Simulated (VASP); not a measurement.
All values below come from MS2 meta-GGA, VASP's PBE PAW potentials (set 64) (plane waves; VASP 6.6.1).

VASP input:

**INCAR**
```
SYSTEM  =  BP
PREC  =  Accurate; ENCUT  =  520; LREAL  =  .FALSE.
LASPH  =  .TRUE.
EDIFF  =  1E-6; NELM  =  100; ALGO  =  Normal
LMIXTAU  =  .TRUE.
ISMEAR  =  0; SIGMA  =  0.05
METAGGA  =  MS2
IBRION  =  2; NSW  =  60; ISIF  =  3
EDIFFG  =  -0.01
LWAVE  =  .FALSE.; LCHARG  =  .FALSE.
```

File KPOINTS:
```
Regular mesh
0
G
 9 9 9
```

POSCAR:
```
BP
1
    0.0000000000     2.2700000000     2.2700000000
    2.2700000000     0.0000000000     2.2700000000
    2.2700000000     2.2700000000     0.0000000000
B P
1 1
Direct
  0.0000000000   0.0000000000   0.0000000000
  0.2500000000   0.2500000000   0.2500000000
```

POTCAR, in this order: B P (PBE.64 set). Program: vasp_std.

The run wrote:

**OSZICAR**
```
       N       E                     dE             d eps       ncg     rms          rms(c)
DAV:   1    -0.822958623584E+01   -0.82296E+01   -0.37661E+03   560   0.843E+02
DAV:   2    -0.279033895678E+02   -0.19674E+02   -0.18482E+02   832   0.982E+01
DAV:   3    -0.280827560236E+02   -0.17937E+00   -0.17937E+00   688   0.128E+01
DAV:   4    -0.280829520926E+02   -0.19607E-03   -0.19607E-03   928   0.433E-01
DAV:   5    -0.280829521129E+02   -0.20243E-07   -0.20243E-07   648   0.354E-03    0.963E+00
DAV:   6    -0.189002471938E+02    0.91827E+01   -0.31489E+00   584   0.132E+01    0.406E+00
DAV:   7    -0.180011989502E+02    0.89905E+00   -0.77642E-01   736   0.980E+00    0.207E+00
DAV:   8    -0.190975599519E+02   -0.10964E+01   -0.54096E-01   648   0.868E+00    0.584E-01
DAV:   9    -0.180934318380E+02    0.10041E+01   -0.42831E-01   592   0.819E+00    0.230E-01
DAV:  10    -0.191379430420E+02   -0.10445E+01   -0.38216E-01   592   0.773E+00    0.990E-02
DAV:  11    -0.191415568819E+02   -0.36138E-02   -0.11021E-02   784   0.154E+00    0.698E-02
DAV:  12    -0.191415434881E+02    0.13394E-04   -0.15547E-04   608   0.184E-01    0.652E-02
DAV:  13    -0.191416589275E+02   -0.11544E-03   -0.57943E-04   568   0.367E-01    0.383E-02
DAV:  14    -0.191417117964E+02   -0.52869E-04   -0.34408E-04   560   0.295E-01    0.187E-02
DAV:  15    -0.191417143088E+02   -0.25123E-05   -0.35874E-05   608   0.941E-02    0.656E-03
DAV:  16    -0.191417017504E+02    0.12558E-04   -0.61558E-06   576   0.383E-02    0.727E-03
DAV:  17    -0.191416960760E+02    0.56745E-05   -0.15623E-06   624   0.219E-02    0.483E-03
DAV:  18    -0.191416969857E+02   -0.90976E-06   -0.42512E-07   328   0.109E-02
   1 F= -.19141697E+02 E0= -.19141697E+02  d E =-.191417E+02
       N       E                     dE             d eps       ncg     rms          rms(c)
DAV:   1    -0.191420867790E+02   -0.39070E-03   -0.15299E-01   656   0.336E+00    0.543E-01
DAV:   2    -0.191430383123E+02   -0.95153E-03   -0.10452E-02   624   0.137E+00    0.301E-01
DAV:   3    -0.191420972217E+02    0.94109E-03   -0.27768E-03   640   0.562E-01    0.128E-01
DAV:   4    -0.191422987648E+02   -0.20154E-03   -0.27525E-04   592   0.250E-01    0.104E-01
DAV:   5    -0.191419908367E+02    0.30793E-03   -0.43401E-04   608   0.307E-01    0.280E-02
DAV:   6    -0.191422703181E+02   -0.27948E-03   -0.47477E-04   560   0.329E-01    0.103E-02
DAV:   7    -0.191422995838E+02   -0.29266E-04   -0.66088E-05   576   0.125E-01    0.128E-02
DAV:   8    -0.191422879013E+02    0.11682E-04   -0.23135E-06   704   0.211E-02    0.380E-03
DAV:   9    -0.191422877658E+02    0.13554E-06   -0.31149E-07   312   0.908E-03
   2 F= -.19142288E+02 E0= -.19142288E+02  d E =-.590780E-03
       N       E                     dE             d eps       ncg     rms          rms(c)
DAV:   1    -0.191437447320E+02   -0.14568E-02   -0.31326E-02   648   0.151E+00    0.241E-01
DAV:   2    -0.191438225650E+02   -0.77833E-04   -0.22104E-03   632   0.626E-01    0.136E-01
DAV:   3    -0.191437190586E+02    0.10351E-03   -0.56145E-04   648   0.254E-01    0.532E-02
DAV:   4    -0.191436510773E+02    0.67981E-04   -0.55692E-05   592   0.111E-01    0.439E-02
DAV:   5    -0.191437650983E+02   -0.11402E-03   -0.79010E-05   584   0.133E-01    0.140E-02
DAV:   6    -0.191436355723E+02    0.12953E-03   -0.89883E-05   560   0.145E-01    0.475E-03
DAV:   7    -0.191436630293E+02   -0.27457E-04   -0.15564E-05   576   0.624E-02    0.505E-03
DAV:   8    -0.191436657375E+02   -0.27083E-05   -0.29511E-07   320   0.753E-03    0.208E-03
DAV:   9    -0.191436654242E+02    0.31334E-06   -0.53858E-08   280   0.346E-03
   3 F= -.19143665E+02 E0= -.19143665E+02  d E =-.196844E-02
```

### OUTCAR
```
------------------------ aborting loop because EDIFF is reached ----------------------------------------
  FORCE on cell =-STRESS in cart. coord.  units (eV):
  Direction    XX          YY          ZZ          XY          YZ          ZX
  --------------------------------------------------------------------------------------
  Total        0.0009755      0.0009755      0.0009755      0.0000000     -0.0000000     -0.0000000
  in kB        0.0676457      0.0676457      0.0676457      0.0000000     -0.0000000     -0.0000000
  external PRESSURE =       0.0676457 kB  Pullay stress =       0.0000000 kB
  volume of cell :       23.10
      direct lattice vectors                 reciprocal lattice vectors
    -0.000000000  2.260585334  2.260585334    -0.221181653  0.221181653  0.221181653
     2.260585334 -0.000000000  2.260585334     0.221181653 -0.221181653  0.221181653
     2.260585334  2.260585334  0.000000000     0.221181653  0.221181653 -0.221181653
  FREE ENERGIE OF THE ION-ELECTRON SYSTEM (eV)
  ---------------------------------------------------
  free  energy   TOTEN  =       -19.1436654242 eV

  energy  without entropy=      -19.1436654242  energy(sigma->0) =      -19.14366542

 reached required accuracy - stopping structural energy minimisation
```
(Selected blocks of OUTCAR.)

File CONTCAR:
```
BP
   1.00000000000000
    -0.0000000000000000    2.2605853342601607    2.2605853342601607
     2.2605853342601607   -0.0000000000000000    2.2605853342601607
     2.2605853342601607    2.2605853342601607    0.0000000000000000
  B               P
     1     1
Direct
     0.0000000000000000    0.0000000000000000    0.0000000000000000
     0.2500000000000000    0.2500000000000000    0.2500000000000000
```

The compound is BP in the zinc blende structure. This run relaxes it. Symmetry was kept, so distortions that lower it aren't found.
